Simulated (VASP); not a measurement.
Level of theory: r2SCAN meta-GGA, VASP's PBE PAW potentials (set 64) (plane waves; VASP).

The input files of a VASP run:

**INCAR**
```
SYSTEM = Zn3CdSe4
PREC = Accurate
ENCUT = 400
EDIFF = 1E-6
NELM = 100
ALGO = Normal
LREAL = .FALSE.
LASPH = .TRUE.
ISMEAR = 0
SIGMA = 0.05
METAGGA = R2SCAN
LMIXTAU = .TRUE.
LMAXMIX = 4
LWAVE = .FALSE.
LCHARG = .FALSE.
IBRION = 2
ISIF = 3
NSW = 60
EDIFFG = -0.02
```

POSCAR:
```
Zn3CdSe4
1
    5.7366896412     0.0000000000    -0.0000000000
   -0.0000000000     5.7366896412    -0.0000000000
   -0.0000000000     0.0000000000     5.7366896412
Zn Cd Se
3 1 4
Direct
  1.0000000000   0.5000000000   0.5000000000
  0.5000000000   0.0000000000   0.5000000000
  0.5000000000   0.5000000000   1.0000000000
  0.0000000000   0.0000000000   1.0000000000
  0.7385755509   0.7385755509   0.2614244491
  0.7385755509   0.2614244491   0.7385755509
  0.2614244491   0.2614244491   0.2614244491
  0.2614244491   0.7385755509   0.7385755509
```

### KPOINTS
```
K-points
0
gamma
4 4 4
```

POTCAR, in this order: Zn Cd Se (PBE.64 set). Program: vasp_std.

Output

OUTCAR:
```
 ion  position               nearest neighbor table
   1  0.000  0.500  0.500-   5 2.45   6 2.45   7 2.45   8 2.45
   2  0.500  0.000  0.500-   5 2.45   6 2.45   7 2.45   8 2.45
   3  0.500  0.500  0.000-   5 2.45   6 2.45   7 2.45   8 2.45
   4  0.000  0.000  0.000-   5 2.60   6 2.60   7 2.60   8 2.60
   5  0.739  0.739  0.261-   1 2.45   2 2.45   3 2.45   4 2.60
   6  0.739  0.261  0.739-   1 2.45   2 2.45   3 2.45   4 2.60
   7  0.261  0.261  0.261-   1 2.45   2 2.45   3 2.45   4 2.60
   8  0.261  0.739  0.739-   1 2.45   2 2.45   3 2.45   4 2.60
  LATTYP: Found a simple cubic cell.
 ALAT       =     5.7366896412
 Subroutine PRICEL returns:
 Original cell was already a primitive cell.
 Subroutine GETGRP returns: Found 24 space group operations
The static configuration has the point symmetry T_d .
The dynamic configuration has the point symmetry T_d .
 Subroutine INISYM returns: Found 24 space group operations
 Subroutine IBZKPT returns following result:
 Found     10 irreducible k-points:

 Following reciprocal coordinates:
            Coordinates               Weight
  0.000000  0.000000  0.000000      1.000000
  0.250000  0.000000  0.000000      6.000000
  0.500000  0.000000  0.000000      3.000000
  0.250000  0.250000  0.000000     12.000000
  0.500000  0.250000  0.000000     12.000000
  0.500000  0.500000  0.000000      3.000000
  0.250000  0.250000  0.250000      8.000000
  0.500000  0.250000  0.250000     12.000000
  0.500000  0.500000  0.250000      6.000000
  0.500000  0.500000  0.500000      1.000000
   k-points           NKPTS =     10   k-points in BZ     NKDIM =     10   number of bands    NBANDS=     43
   number of dos      NEDOS =    301   number of ions     NIONS =      8
   total plane-waves  NPLWV =  64000
   dimension x,y,z NGX =    40 NGY =   40 NGZ =   40
   dimension x,y,z NGXF=    80 NGYF=   80 NGZF=   80
   ions per type =               3   1   4
   PREC   = accura    normal or accurate (medium, high low for compatibility)
   ISTART =      0    job   : 0-new  1-cont  2-samecut
   ICHARG =      2    charge: 1-file 2-atom 10-const
   ISPIN  =      1    spin polarized calculation?
   LNONCOLLINEAR =      F non collinear calculations
   LSORBIT =      F    spin-orbit coupling
   INIWAV =      1    electr: 0-lowe 1-rand  2-diag
   ENCUT  =  400.0 eV  29.40 Ry    5.42 a.u.   9.36  9.36  9.36*2*pi/ulx,y,z
   NELM   =    100;   NELMIN=  2; NELMDL= -5     # of ELM steps
   EDIFF  = 0.1E-05   stopping-criterion for ELM
   LREAL  =      F    real-space projection
   NLSPLINE    = F    spline interpolate recip. space projectors
   LMAXMIX     =    4 max onsite mixed and CHGCAR
   VOSKOWN=      0    Vosko Wilk Nusair interpolation
   EDIFFG = -.2E-01   stopping-criterion for IOM
   NSW    =     60    number of steps for IOM
   NBLOCK =      1;   KBLOCK =     60    inner block; outer block
   IBRION =      2    ionic relax: 0-MD 1-quasi-New 2-CG
   NFREE  =      1    steps in history (QN), initial steepest desc. (CG)
   ISIF   =      3    stress and relaxation
   ISYM   =      2    0-nonsym 1-usesym 2-fastsym
   TEIN   =    0.0    initial temperature
   TEBEG  =    0.0;   TEEND  =   0.0 temperature during run
   SMASS  =  -3.00    Nose mass-parameter (am)
   PSTRESS=    0.0 pullay stress
   NELECT =      72.0000    total number of electrons
   EFERMI =   0.00;   METHOD = LEGACY
   ISMEAR =     0;   SIGMA  =   0.05  broadening in eV -4-tet -1-fermi 0-gaus
   IALGO  =     38    algorithm
   LDIAG  =      T    sub-space diagonalisation (order eigenvalues)
   IMIX   =      4    mixing-type and parameters
     AMIX     =   0.40;   BMIX     =  1.00
     AMIX_MAG =   1.60;   BMIX_MAG =  1.00
     AMIN     =   0.10
   METAGGA = R2SCAN    functional components
   VOSKOWN =     0    Vosko Wilk Nusair interpolation
   LHFCALC =     F    Hartree Fock is set to
...
```

OSZICAR:
```
       N       E                     dE             d eps       ncg     rms          rms(c)
DAV:   1     0.448460829323E+03    0.44846E+03   -0.29484E+04   860   0.156E+03
DAV:   2    -0.610258259267E+02   -0.50949E+03   -0.49638E+03   895   0.392E+02
DAV:   3    -0.121917049170E+03   -0.60891E+02   -0.60404E+02   965   0.138E+02
DAV:   4    -0.123668726967E+03   -0.17517E+01   -0.17468E+01  1000   0.230E+01
DAV:   5    -0.123683585673E+03   -0.14859E-01   -0.14850E-01   975   0.213E+00    0.115E+01
DAV:   6    -0.114512665600E+03    0.91709E+01   -0.83719E+00  1071   0.449E+01    0.109E+01
DAV:   7    -0.109883787324E+03    0.46289E+01   -0.21544E+00   901   0.121E+01    0.618E+00
DAV:   8    -0.111586602265E+03   -0.17028E+01   -0.18039E+00   881   0.652E+00    0.148E+00
DAV:   9    -0.110452591836E+03    0.11340E+01   -0.51446E-01   881   0.417E+00    0.716E-01
DAV:  10    -0.110300854407E+03    0.15174E+00   -0.17747E-01   881   0.261E+00    0.345E-01
DAV:  11    -0.110430862195E+03   -0.13001E+00   -0.57636E-02   890   0.149E+00    0.153E-01
DAV:  12    -0.110472546325E+03   -0.41684E-01   -0.24251E-02   893   0.764E-01    0.103E-01
DAV:  13    -0.110458908612E+03    0.13638E-01   -0.12857E-02   903   0.698E-01    0.779E-02
DAV:  14    -0.110470301956E+03   -0.11393E-01   -0.33926E-03   899   0.357E-01    0.355E-02
DAV:  15    -0.110473353309E+03   -0.30514E-02   -0.43745E-03   887   0.375E-01    0.277E-02
DAV:  16    -0.110473719731E+03   -0.36642E-03   -0.25622E-04   908   0.110E-01    0.147E-02
DAV:  17    -0.110474087020E+03   -0.36729E-03   -0.25717E-04   893   0.938E-02    0.356E-03
DAV:  18    -0.110474087828E+03   -0.80839E-06   -0.10318E-05   874   0.202E-02    0.403E-03
DAV:  19    -0.110474083541E+03    0.42871E-05   -0.15151E-06   628   0.945E-03    0.338E-03
DAV:  20    -0.110474092924E+03   -0.93835E-05   -0.49832E-06   728   0.118E-02    0.120E-03
DAV:  21    -0.110474093196E+03   -0.27126E-06   -0.37580E-07   492   0.365E-03
   1 F= -.11047409E+03 E0= -.11047409E+03  d E =-.110474E+03
       N       E                     dE             d eps       ncg     rms          rms(c)
DAV:   1    -0.111001156789E+03   -0.52706E+00   -0.90196E+00  1056   0.353E+01    0.526E+00
DAV:   2    -0.110545780218E+03    0.45538E+00   -0.15357E+00  1058   0.175E+01    0.197E+00
DAV:   3    -0.110490995871E+03    0.54784E-01   -0.86426E-02   948   0.241E+00    0.127E+00
DAV:   4    -0.110472573859E+03    0.18422E-01   -0.51840E-02   860   0.124E+00    0.427E-01
DAV:   5    -0.110469411936E+03    0.31619E-02   -0.33922E-02   860   0.117E+00    0.155E-01
DAV:   6    -0.110484505631E+03   -0.15094E-01   -0.16094E-02   866   0.813E-01    0.908E-02
DAV:   7    -0.110486720406E+03   -0.22148E-02   -0.26479E-03   872   0.359E-01    0.383E-02
DAV:   8    -0.110486996760E+03   -0.27635E-03   -0.41006E-04   878   0.149E-01    0.139E-02
DAV:   9    -0.110487081495E+03   -0.84735E-04   -0.96437E-05   890   0.658E-02    0.544E-03
DAV:  10    -0.110487126970E+03   -0.45476E-04   -0.12503E-05   912   0.287E-02    0.184E-03
DAV:  11    -0.110487126810E+03    0.16088E-06   -0.81451E-07   595   0.735E-03
   2 F= -.11048713E+03 E0= -.11048713E+03  d E =-.130336E-01
       N       E                     dE             d eps       ncg     rms          rms(c)
DAV:   1    -0.110530911872E+03   -0.43785E-01   -0.71750E-01  1048   0.958E+00    0.150E+00
DAV:   2    -0.110494218630E+03    0.36693E-01   -0.13793E-01  1021   0.587E+00    0.543E-01
DAV:   3    -0.110489909558E+03    0.43091E-02   -0.69134E-03   883   0.560E-01    0.342E-01
DAV:   4    -0.110488868045E+03    0.10415E-02   -0.33620E-03   866   0.315E-01    0.149E-01
DAV:   5    -0.110488456759E+03    0.41129E-03   -0.17734E-03   866   0.273E-01    0.468E-02
DAV:   6    -0.110488987360E+03   -0.53060E-03   -0.12535E-03   866   0.236E-01    0.283E-02
DAV:   7    -0.110489282687E+03   -0.29533E-03   -0.29809E-04   878   0.121E-01    0.104E-02
DAV:   8    -0.110489308682E+03   -0.25995E-04   -0.23465E-05   897   0.340E-02    0.452E-03
DAV:   9    -0.110489312632E+03   -0.39504E-05   -0.64937E-06   655   0.166E-02    0.265E-03
DAV:  10    -0.110489314390E+03   -0.17582E-05   -0.11936E-06   576   0.983E-03    0.534E-04
DAV:  11    -0.110489314356E+03    0.34524E-07   -0.79379E-08   478   0.256E-03
   3 F= -.11048931E+03 E0= -.11048931E+03  d E =-.152212E-01
```

File OUTCAR:
```
------------------------ aborting loop because EDIFF is reached ----------------------------------------
  FORCE on cell =-STRESS in cart. coord.  units (eV):
  Direction    XX          YY          ZZ          XY          YZ          ZX
  --------------------------------------------------------------------------------------
  Total        0.0743573      0.0743573      0.0743573      0.0000000      0.0000000     -0.0000000
  in kB        0.6184851      0.6184851      0.6184851      0.0000000      0.0000000     -0.0000000
  external PRESSURE =       0.6184851 kB  Pullay stress =       0.0000000 kB
  volume of cell :      192.62
      direct lattice vectors                 reciprocal lattice vectors
     5.775216107  0.000000000 -0.000000000     0.173153694  0.000000000 -0.000000000
    -0.000000000  5.775216107 -0.000000000    -0.000000000  0.173153694  0.000000000
     0.000000000  0.000000000  5.775216107     0.000000000  0.000000000  0.173153694
 POSITION                                       TOTAL-FORCE (eV/Angst)
 -----------------------------------------------------------------------------------
      0.00000      2.88761      2.88761         0.000000     -0.000000      0.000000
      2.88761      0.00000      2.88761        -0.000000     -0.000000     -0.000000
      2.88761      2.88761     -0.00000        -0.000000      0.000000      0.000000
      0.00000      0.00000      0.00000         0.000000      0.000000      0.000000
      4.26458      4.26458      1.51063        -0.006351     -0.006351      0.006351
      4.26458      1.51063      4.26458        -0.006351      0.006351     -0.006351
      1.51063      1.51063      1.51063         0.006351      0.006351      0.006351
      1.51063      4.26458      4.26458         0.006351     -0.006351     -0.006351
 -----------------------------------------------------------------------------------
    total drift:                                0.000000      0.000000     -0.000000
  FREE ENERGIE OF THE ION-ELECTRON SYSTEM (eV)
  ---------------------------------------------------
  free  energy   TOTEN  =      -110.4893143560 eV

  energy  without entropy=     -110.4893143559  energy(sigma->0) =     -110.48931436

 reached required accuracy - stopping structural energy minimisation
```
(Selected blocks of OUTCAR.)

File CONTCAR:
```
Zn3CdSe4
   1.00000000000000
     5.7752161071460320    0.0000000000000000   -0.0000000000000000
    -0.0000000000000000    5.7752161071460320   -0.0000000000000000
     0.0000000000000000    0.0000000000000000    5.7752161071460320
  Zn              Cd              Se
     3     1     4
Direct
     0.0000000000000000    0.5000000000000000    0.5000000000000000
     0.5000000000000000    0.0000000000000000    0.5000000000000000
     0.5000000000000000    0.5000000000000000    0.0000000000000000
     0.0000000000000000    0.0000000000000000    0.0000000000000000
     0.7384282879272395    0.7384282879272395    0.2615717120727605
     0.7384282879272395    0.2615717120727605    0.7384282879272395
     0.2615717120727605    0.2615717120727605    0.2615717120727605
     0.2615717120727605    0.7384282879272395    0.7384282879272395
```

OUTCAR:
```
 val. band max:        1.1116254524   @ k =   0.0000   0.0000   0.0000

 cond. band min:       2.6989616348   @ k =   0.0000   0.0000   0.0000


 Fermi energy:         1.3254804287

 k-point     1 :       0.0000    0.0000    0.0000
  band No.  band energies     occupation
      1     -12.4091      2.00000
      2     -11.4660      2.00000
      3     -11.4660      2.00000
      4     -11.4660      2.00000
      5      -6.7872      2.00000
      6      -6.7872      2.00000
      7      -6.7872      2.00000
      8      -6.7605      2.00000
      9      -6.7605      2.00000
     10      -5.4571      2.00000
     11      -5.4552      2.00000
     12      -5.4552      2.00000
     13      -5.4552      2.00000
     14      -5.3164      2.00000
     15      -5.3164      2.00000
     16      -5.3090      2.00000
     17      -5.3090      2.00000
     18      -5.3090      2.00000
     19      -5.1283      2.00000
     20      -5.1283      2.00000
     21      -5.1202      2.00000
     22      -5.0349      2.00000
     23      -5.0349      2.00000
     24      -5.0349      2.00000
     25      -3.6966      2.00000
     26      -3.6966      2.00000
     27      -3.1245      2.00000
     28      -1.0636      2.00000
     29      -1.0636      2.00000
     30      -1.0636      2.00000
     31      -0.9799      2.00000
     32      -0.9799      2.00000
     33      -0.9799      2.00000
     34       1.1116      2.00000
     35       1.1116      2.00000
     36       1.1116      2.00000
     37       2.6990      0.00000
     38       4.5153      0.00000
     39       4.5153      0.00000
     40       4.5153      0.00000
     41       4.7860      0.00000
     42       5.1995      0.00000
     43       5.1995      0.00000

 k-point     2 :       0.2500    0.0000    0.0000
  band No.  band energies     occupation
      1     -12.2906      2.00000
      2     -11.6136      2.00000
      3     -11.4650      2.00000
      4     -11.4650      2.00000
      5      -6.8392      2.00000
...
```

Energy and stress use the plane-wave basis of the starting cell.

The structure comes from a computed database's Zn3CdSe4 entry (P-43m); how it stands against other phases isn't given here. This run relaxes it. Symmetry was kept, so distortions that lower it aren't found. The start is the result of an earlier pass.
